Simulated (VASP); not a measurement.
All values below come from PBEsol GGA, VASP's PBE PAW potentials (set 64) (plane waves; VASP 6.6.1).

Input for VASP

### INCAR
```
ALGO  =  Normal
DIPOL  =  0.5 0.5 0.5
EDIFF  =  1E-5
EDIFFG  =  -0.03
ENCUT  =  400
GGA  =  PS
IBRION  =  2
IDIPOL  =  3
ISIF  =  2
ISMEAR  =  1
LASPH  =  T
LCHARG  =  F
LDIPOL  =  T
LMAXMIX  =  4
LREAL  =  F
LWAVE  =  T
NELM  =  100
NELMIN  =  4
NSW  =  50
PREC  =  Normal
SIGMA  =  0.1
SYSTEM  =  Cd(001) slab
```

**KPOINTS**
```
Automatic mesh
0
Gamma
11 11 1
0 0 0
```

POSCAR:
```
Cd(001) slab
1
    2.9672193587     0.0000000000     0.0000000000
   -1.4836096793     2.5696876387     0.0000000000
    0.0000000000     0.0000000000    25.6947775943
Cd
4
Direct
  0.6666670000   0.3333330000   0.4464560000
  0.3333330000   0.6666670000   0.3393670000
  0.6666670000   0.3333330000   0.6606330000
  0.3333330000   0.6666670000   0.5535440000
```

POTCAR, in this order: Cd (PBE.64 set). Program: vasp_std.

Output of the run:

### OSZICAR
```
       N       E                     dE             d eps       ncg     rms          rms(c)
DAV:   1     0.318630769381E+03    0.31863E+03   -0.20466E+04   932   0.122E+03
DAV:   2     0.809817201876E+01   -0.31053E+03   -0.29948E+03   988   0.363E+02
DAV:   3    -0.469268815027E+01   -0.12791E+02   -0.12544E+02  1000   0.830E+01
DAV:   4    -0.481408894612E+01   -0.12140E+00   -0.12129E+00   964   0.698E+00
DAV:   5    -0.481530008554E+01   -0.12111E-02   -0.12101E-02  1044   0.560E-01    0.604E+00
DAV:   6    -0.449985577578E+01    0.31544E+00   -0.98192E-01   960   0.100E+01    0.483E+00
DAV:   7    -0.447704676303E+01    0.22809E-01   -0.78346E-02   940   0.221E+00    0.271E+00
DAV:   8    -0.447305202349E+01    0.39947E-02   -0.84298E-03   928   0.102E+00    0.151E-01
DAV:   9    -0.447309607554E+01   -0.44052E-04   -0.27913E-04   972   0.216E-01    0.737E-02
DAV:  10    -0.447314554326E+01   -0.49468E-04   -0.10518E-04   932   0.739E-02    0.334E-02
DAV:  11    -0.447314715823E+01   -0.16150E-05   -0.13332E-05   560   0.385E-02
   1 F= -.44731472E+01 E0= -.44735635E+01  d E =-.447315E+01
       N       E                     dE             d eps       ncg     rms          rms(c)
DAV:   1    -0.447495254647E+01   -0.18070E-02   -0.12660E+00   896   0.705E+00    0.810E-02
DAV:   2    -0.447548727538E+01   -0.53473E-03   -0.56809E-03  1004   0.510E-01    0.340E-02
DAV:   3    -0.447548090856E+01    0.63668E-05   -0.81669E-05   968   0.568E-02    0.239E-02
DAV:   4    -0.447547917687E+01    0.17317E-05   -0.14159E-05   584   0.223E-02
   2 F= -.44754792E+01 E0= -.44758811E+01  d E =-.233202E-02
       N       E                     dE             d eps       ncg     rms          rms(c)
DAV:   1    -0.447441522513E+01    0.10657E-02   -0.11403E+01   896   0.212E+01    0.251E-01
DAV:   2    -0.447930523850E+01   -0.48900E-02   -0.52079E-02  1008   0.159E+00    0.113E-01
DAV:   3    -0.447924033731E+01    0.64901E-04   -0.71150E-04   968   0.175E-01    0.755E-02
DAV:   4    -0.447920279695E+01    0.37540E-04   -0.11647E-04   976   0.633E-02    0.316E-02
DAV:   5    -0.447920284264E+01   -0.45690E-07   -0.37905E-05   928   0.376E-02
   3 F= -.44792028E+01 E0= -.44795731E+01  d E =-.605568E-02
       N       E                     dE             d eps       ncg     rms          rms(c)
DAV:   1    -0.447893990490E+01    0.26289E-03   -0.10613E+00   896   0.645E+00    0.773E-02
DAV:   2    -0.447938296085E+01   -0.44306E-03   -0.47808E-03  1004   0.467E-01    0.311E-02
DAV:   3    -0.447937992222E+01    0.30386E-05   -0.68318E-05   952   0.530E-02    0.209E-02
DAV:   4    -0.447937813077E+01    0.17915E-05   -0.11012E-05   616   0.201E-02
   4 F= -.44793781E+01 E0= -.44797441E+01  d E =-.623097E-02
```

File OUTCAR:
```
------------------------ aborting loop because EDIFF is reached ----------------------------------------
  FORCE on cell =-STRESS in cart. coord.  units (eV):
  Direction    XX          YY          ZZ          XY          YZ          ZX
  --------------------------------------------------------------------------------------
  Total       -1.7217261     -1.7217265     -0.2160342     -0.0000000      0.0000000      0.0000000
  in kB      -14.0799072    -14.0799104     -1.7666813     -0.0000000      0.0000000      0.0000000
  external PRESSURE =      -9.9754996 kB  Pullay stress =       0.0000000 kB
  volume of cell :      195.92
      direct lattice vectors                 reciprocal lattice vectors
     2.967219359  0.000000000  0.000000000     0.337015865  0.194576178  0.000000000
    -1.483609679  2.569687639  0.000000000     0.000000000  0.389152356  0.000000000
     0.000000000  0.000000000 25.694777594     0.000000000  0.000000000  0.038918414
 POSITION                                       TOTAL-FORCE (eV/Angst)
 -----------------------------------------------------------------------------------
      1.48361      0.85656     11.50347         0.000000      0.000000     -0.016999
     -0.00000      1.71313      8.69768         0.000000      0.000000     -0.027293
      1.48361      0.85656     16.99709        -0.000000     -0.000000      0.027293
     -0.00000      1.71313     14.19131        -0.000000      0.000000      0.016999
 -----------------------------------------------------------------------------------
    total drift:                                0.000000     -0.000000      0.000000
  FREE ENERGIE OF THE ION-ELECTRON SYSTEM (eV)
  ---------------------------------------------------
  free  energy   TOTEN  =        -4.4793781308 eV

  energy  without entropy=       -4.4804759506  energy(sigma->0) =       -4.47974407

 reached required accuracy - stopping structural energy minimisation
```
(Selected blocks of OUTCAR.)

CONTCAR:
```
Cd(001) slab
   1.00000000000000
     2.9672193587000000    0.0000000000000000    0.0000000000000000
    -1.4836096793000000    2.5696876387000001    0.0000000000000000
     0.0000000000000000    0.0000000000000000   25.6947775942999996
  Cd
     4
Direct
     0.6666669999999968    0.3333330000000032    0.4476968243959641
     0.3333330000000032    0.6666669999999968    0.3385000389220876
     0.6666669999999968    0.3333330000000032    0.6614999610779125
     0.3333330000000032    0.6666669999999968    0.5523031756040359
```

The cell is a thin slab with vacuum, built from Cd (hcp): (001) face.
